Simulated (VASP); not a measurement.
All values below come from PBE GGA, VASP's PBE PAW potentials (set 64) (plane waves; VASP).

VASP input:

**KPOINTS**
```
Automatic mesh
0
Gamma
9 9 9
0 0 0
```

**POSCAR**
```
PtAl2
1
    0.0000000000     2.8161557175     2.8161557175
    2.8161557175     0.0000000000     2.8161557175
    2.8161557175     2.8161557175     0.0000000000
Al Pt
2 1
Direct
  0.2500000000   0.2500000000   0.2500000000
  0.7500000000   0.7500000000   0.7500000000
  0.0000000000   0.0000000000   0.0000000000
```

INCAR:
```
! general
SYSTEM   =  PtAl2
PREC     =  Accurate
ENCUT    =  500
LREAL    =  .False.
LASPH    =  .True.   ! aspherical one-centre terms

! electronic loop
EDIFF    =  1E-6   ! SCF stop (eV)
NELM     =  100
ALGO     =  Normal
LMAXMIX  =  6   ! l cut-off of mixed one-centre charges

! smearing
ISMEAR   =  1
SIGMA    =  0.1   ! width (eV)

! functional
GGA      =  PE   ! PBE

! ions
IBRION   =  2   ! conjugate gradients
NSW      =  40   ! most ionic steps
ISIF     =  3   ! ions, shape and volume
EDIFFG   =  -0.02   ! ionic stop
PSTRESS  =  450   ! kbar

! output
LWAVE    =  .False.
LCHARG   =  .False.
```

POTCAR, in this order: Al Pt (PBE.64 set). Program: vasp_std.

Energy and stress use the plane-wave basis of the starting cell. Unless said otherwise, spin-orbit coupling is left out, though it shifts the bands of the heavy elements here.

Problem. Estimate the energy per atom (σ→0), volume per atom, band gap (on the k-mesh).

Solution. 
| Quantity | Value |
|---|---|
| energy per atom (σ→0) | -5.030 eV/atom |
| band gap (on the k-mesh) | none (metal, semimetal or under 0.01 eV) |
| volume per atom | 14.11 Å^3/atom |

OSZICAR:
```
...
   3 F= -.31985627E+01 E0= -.31982661E+01  d E =-.114504E+00
       N       E                     dE             d eps       ncg     rms          rms(c)
DAV:   1    -0.150906839868E+02    0.33182E-01   -0.17712E-02   932   0.146E+00    0.247E-01
DAV:   2    -0.150895750294E+02    0.11090E-02   -0.49942E-03   924   0.777E-01    0.467E-02
DAV:   3    -0.150895538409E+02    0.21189E-04   -0.11835E-04   904   0.116E-01    0.186E-02
DAV:   4    -0.150895485773E+02    0.52636E-05   -0.19468E-05   924   0.260E-02    0.640E-03
DAV:   5    -0.150895491374E+02   -0.56012E-06   -0.26416E-06   764   0.174E-02
   4 F= -.31990155E+01 E0= -.31987103E+01  d E =-.114957E+00
```

The compound is PtAl2 in the fluorite structure. This run relaxes it under an external pressure of 45 GPa. Symmetry was kept, so distortions that lower it aren't found.
